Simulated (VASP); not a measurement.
Output of a VASP run:

### OSZICAR
```
       N       E                     dE             d eps       ncg     rms          rms(c)
DAV:   1     0.120511921788E+03    0.12051E+03   -0.75460E+03  2088   0.130E+03
DAV:   2    -0.224176515518E+01   -0.12275E+03   -0.11986E+03  2236   0.450E+02
DAV:   3    -0.727928578040E+01   -0.50375E+01   -0.47541E+01  3080   0.774E+01
DAV:   4    -0.756914970991E+01   -0.28986E+00   -0.28737E+00  2922   0.165E+01
DAV:   5    -0.758048429568E+01   -0.11335E-01   -0.11321E-01  3160   0.257E+00    0.696E+00
DAV:   6    -0.725561612680E+01    0.32487E+00   -0.65603E-01  3228   0.107E+01    0.253E+00
DAV:   7    -0.722258265627E+01    0.33033E-01   -0.18927E-01  3242   0.564E+00    0.881E-01
DAV:   8    -0.722749234778E+01   -0.49097E-02   -0.11335E-02  2378   0.159E+00    0.459E-02
DAV:   9    -0.722755611050E+01   -0.63763E-04   -0.85113E-04  3718   0.326E-01    0.459E-02
DAV:  10    -0.722757559647E+01   -0.19486E-04   -0.27658E-05  2592   0.789E-02    0.156E-02
DAV:  11    -0.722756927588E+01    0.63206E-05   -0.61860E-06  2318   0.450E-02    0.333E-03
DAV:  12    -0.722756923553E+01    0.40347E-07   -0.17599E-07  1234   0.602E-03
   1 F= -.72275692E+01 E0= -.72276155E+01  d E =-.722757E+01
       N       E                     dE             d eps       ncg     rms          rms(c)
DAV:   1    -0.724179674243E+01   -0.14227E-01   -0.43765E-01  2574   0.106E+01    0.964E-01
DAV:   2    -0.722812543901E+01    0.13671E-01   -0.34546E-02  3120   0.268E+00    0.268E-01
DAV:   3    -0.722673462776E+01    0.13908E-02   -0.10268E-02  3244   0.114E+00    0.150E-01
DAV:   4    -0.722703125280E+01   -0.29663E-03   -0.34799E-04  2858   0.194E-01    0.854E-02
DAV:   5    -0.722730648827E+01   -0.27524E-03   -0.82047E-04  3440   0.203E-01    0.375E-02
DAV:   6    -0.722730598206E+01    0.50620E-06   -0.15202E-05  2248   0.553E-02    0.115E-02
DAV:   7    -0.722730537761E+01    0.60446E-06   -0.24903E-06  1720   0.225E-02
   2 F= -.72273054E+01 E0= -.72273232E+01  d E =0.263858E-03
       N       E                     dE             d eps       ncg     rms          rms(c)
DAV:   1    -0.723360818228E+01   -0.63022E-02   -0.18020E-01  2558   0.681E+00    0.623E-01
DAV:   2    -0.722801605995E+01    0.55921E-02   -0.13911E-02  3106   0.171E+00    0.172E-01
DAV:   3    -0.722743685426E+01    0.57921E-03   -0.42270E-03  3240   0.739E-01    0.998E-02
DAV:   4    -0.722756807766E+01   -0.13122E-03   -0.15048E-04  2910   0.125E-01    0.548E-02
DAV:   5    -0.722768695039E+01   -0.11887E-03   -0.33794E-04  3436   0.134E-01    0.231E-02
DAV:   6    -0.722768656462E+01    0.38577E-06   -0.83146E-06  2208   0.380E-02
   3 F= -.72276866E+01 E0= -.72277224E+01  d E =-.117329E-03
```

File OUTCAR:
```
------------------------ aborting loop because EDIFF is reached ----------------------------------------
  FORCE on cell =-STRESS in cart. coord.  units (eV):
  Direction    XX          YY          ZZ          XY          YZ          ZX
  --------------------------------------------------------------------------------------
  Total       -0.0014660     -0.0014660     -0.0014660      0.0000000      0.0000000     -0.0000000
  in kB       -0.1302565     -0.1302565     -0.1302565      0.0000000      0.0000000     -0.0000000
  external PRESSURE =      -0.1302565 kB  Pullay stress =       0.0000000 kB
  volume of cell :       18.03
      direct lattice vectors                 reciprocal lattice vectors
    -1.651943862  1.651943862  1.651943862     0.000000000  0.302673724  0.302673724
     1.651943862 -1.651943862  1.651943862     0.302673724  0.000000000  0.302673724
     1.651943862  1.651943862 -1.651943862     0.302673724  0.302673724  0.000000000
 POSITION                                       TOTAL-FORCE (eV/Angst)
 -----------------------------------------------------------------------------------
     -0.00000      0.00000      0.00000         0.000000      0.000000     -0.000000
 -----------------------------------------------------------------------------------
    total drift:                               -0.000000      0.000000      0.000000
  FREE ENERGIE OF THE ION-ELECTRON SYSTEM (eV)
  ---------------------------------------------------
  free  energy   TOTEN  =        -7.2276865646 eV

  energy  without entropy=       -7.2277941234  energy(sigma->0) =       -7.22772242

 reached required accuracy - stopping structural energy minimisation
```
(Selected blocks of OUTCAR.)

### POSCAR
```
Nb
1
   -1.6500000000     1.6500000000     1.6500000000
    1.6500000000    -1.6500000000     1.6500000000
    1.6500000000     1.6500000000    -1.6500000000
Nb
1
Direct
  0.0000000000   0.0000000000   0.0000000000
```

### Question
Reconstruct the remaining input files.

### Answer
This is not unique; one that fits is the input of the run itself, optB88-vdW, plane waves, VASP's PBE PAW potentials (set 64).

**KPOINTS**
```
Regular mesh
0
G
  14 14 14
```

### INCAR
```
SYSTEM  =  Nb
PREC  =  Accurate; ENCUT  =  520; LREAL  =  .False.
LASPH  =  .True.
EDIFF  =  1E-6; NELM  =  100; ALGO  =  Normal
LMAXMIX  =  4
ISMEAR  =  1; SIGMA  =  0.1
GGA  =  BO; LUSE_VDW  =  .True.; AGGAC  =  0.0
PARAM1  =  0.1833333333; PARAM2  =  0.22
IBRION  =  2; NSW  =  60; ISIF  =  3
EDIFFG  =  -0.01
LWAVE  =  .False.; LCHARG  =  .False.
```

POTCAR, in this order: Nb_sv (PBE.64 set). Program: vasp_std.

The compound is Nb in the bcc structure. This run relaxes it. Symmetry was kept, so distortions that lower it aren't found.
